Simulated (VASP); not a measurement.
Calculation: RPBE GGA, VASP's PBE PAW potentials (set 64) (plane waves; VASP).

The input files of a VASP run:

**POSCAR**
```
Er
5.6207720
  0.3230549838  -0.5595475630   0.0000000000
  0.3230549838   0.5595475630   0.0000000000
  0.0000000000   0.0000000000   1.0000000675
Er
2
Cart
  0.3230549838   0.1865162274   0.2500000169
  0.3230549838  -0.1865162274   0.7500000506
```

### INCAR
```
SYSTEM  =  Er
PREC  =  Accurate; ENCUT  =  520; LREAL  =  F
LASPH  =  T
EDIFF  =  1E-7; NELM  =  100; ALGO  =  Normal
LMAXMIX  =  6
ISMEAR  =  -5
GGA  =  RP
ISIF  =  2
LWAVE  =  F; LCHARG  =  T; LORBIT  =  11
NEDOS  =  601
```

KPOINTS:
```
Automatic mesh
0
Gamma
13 13 7
0 0 0
```

POTCAR, in this order: Er_3 (PBE.64 set). Program: vasp_std.

The run wrote:

**OSZICAR**
```
       N       E                     dE             d eps       ncg     rms          rms(c)
DAV:   1     0.481952798460E+02    0.48195E+02   -0.87102E+03  3639   0.135E+03
DAV:   2    -0.553968362537E+01   -0.53735E+02   -0.52555E+02  3661   0.548E+02
DAV:   3    -0.818696219919E+01   -0.26473E+01   -0.25371E+01  3829   0.638E+01
DAV:   4    -0.832017459064E+01   -0.13321E+00   -0.12784E+00  3991   0.123E+01
DAV:   5    -0.832519832007E+01   -0.50237E-02   -0.49608E-02  3868   0.224E+00    0.241E+01
DAV:   6    -0.832280972784E+01    0.23886E-02   -0.34416E-02  3646   0.348E+00    0.143E+01
DAV:   7    -0.833515468367E+01   -0.12345E-01   -0.61983E-02  3591   0.455E+00    0.362E-01
DAV:   8    -0.833514930953E+01    0.53741E-05   -0.39468E-03  3557   0.971E-01    0.945E-02
DAV:   9    -0.833517792792E+01   -0.28618E-04   -0.23377E-04  3830   0.212E-01    0.357E-02
DAV:  10    -0.833516738268E+01    0.10545E-04   -0.33137E-05  3696   0.717E-02    0.541E-02
DAV:  11    -0.833517061524E+01   -0.32326E-05   -0.37949E-06  3623   0.241E-02    0.216E-03
DAV:  12    -0.833517103487E+01   -0.41962E-06   -0.16151E-07  2262   0.707E-03    0.142E-03
DAV:  13    -0.833517098412E+01    0.50752E-07   -0.36937E-08  2007   0.836E-03
   1 F= -.83351710E+01 E0= -.83351710E+01  d E =0.000000E+00
```

File OUTCAR:
```
------------------------ aborting loop because EDIFF is reached ----------------------------------------
  FORCE on cell =-STRESS in cart. coord.  units (eV):
  Direction    XX          YY          ZZ          XY          YZ          ZX
  --------------------------------------------------------------------------------------
  Total        0.0504397      0.0504397      0.1288636      0.0000000      0.0000000      0.0000000
  in kB        1.2587861      1.2587857      3.2159520      0.0000000      0.0000000      0.0000000
  external PRESSURE =       1.9111746 kB  Pullay stress =       0.0000000 kB
  volume of cell :       64.20
      direct lattice vectors                 reciprocal lattice vectors
     1.815818407 -3.145089275  0.000000000     0.275357931 -0.158977999  0.000000000
     1.815818407  3.145089275  0.000000000     0.275357931  0.158977999  0.000000000
     0.000000000  0.000000000  5.620772379     0.000000000  0.000000000  0.177911492
 POSITION                                       TOTAL-FORCE (eV/Angst)
 -----------------------------------------------------------------------------------
      1.81582      1.04837      1.40519         0.000000      0.000000      0.000000
      1.81582     -1.04837      4.21558        -0.000000     -0.000000      0.000000
 -----------------------------------------------------------------------------------
    total drift:                                0.000003      0.000091     -0.000011
  FREE ENERGIE OF THE ION-ELECTRON SYSTEM (eV)
  ---------------------------------------------------
  free  energy   TOTEN  =        -8.3351709841 eV

  energy  without entropy=       -8.3351709841  energy(sigma->0) =       -8.33517098

 total charge

# of ion       s       p       d       tot
------------------------------------------
    1        0.493   6.513   1.005   8.011
    2        0.493   6.513   1.005   8.011
--------------------------------------------------
tot          0.986  13.026   2.010  16.022
```
(Selected blocks of OUTCAR.)

### OUTCAR
```
 val. band max:        2.9430504185   @ k =   0.3846   0.2308   0.4286

 cond. band min:       2.8521089752   @ k =   0.2308   0.1538   0.1429


 Fermi energy:         2.8774226913

 k-point     1 :       0.0000    0.0000    0.0000
  band No.  band energies     occupation
      1     -22.2180      2.00000
      2     -21.7923      2.00000
      3     -21.7923      2.00000
      4     -21.7033      2.00000
      5     -21.7033      2.00000
      6     -21.6599      2.00000
      7      -2.4962      2.00000
      8       0.7525      2.00000
      9       3.7855      0.00000
     10       4.8115      0.00000
     11       4.8116      0.00000
     12       5.2847      0.00000
     13       5.5137      0.00000

 k-point     2 :       0.0769    0.0000    0.0000
  band No.  band energies     occupation
      1     -22.2085      2.00000
      2     -21.8105      2.00000
      3     -21.7988      2.00000
      4     -21.7228      2.00000
      5     -21.7056      2.00000
      6     -21.6648      2.00000
      7      -2.3641      2.00000
      8       0.8820      2.00000
      9       3.6605      0.00000
     10       4.4737      0.00000
     11       4.9365      0.00000
     12       5.3569      0.00000
     13       5.5797      0.00000

 k-point     3 :       0.1538    0.0000    0.0000
  band No.  band energies     occupation
      1     -22.1809      2.00000
      2     -21.8610      2.00000
      3     -21.8162      2.00000
      4     -21.7757      2.00000
      5     -21.7123      2.00000
      6     -21.6795      2.00000
      7      -1.9807      2.00000
      8       1.2398      2.00000
      9       3.3372     -0.03325
     10       3.9186      0.00000
     11       4.9518      0.00000
     12       5.3343      0.00000
     13       5.3768      0.00000

 k-point     4 :       0.2308   -0.0000    0.0000
  band No.  band energies     occupation
      1     -22.1385      2.00000
      2     -21.9326      2.00000
      3     -21.8478      2.00000
...
```

The 4f electrons are frozen in the core of the lanthanide potential, so 4f levels, which can set the real gap, and their magnetism are missing. For a metal the tetrahedron method with Blöchl corrections gives inexact stress and forces.

The compound is Er in the hcp structure. It was relaxed first.
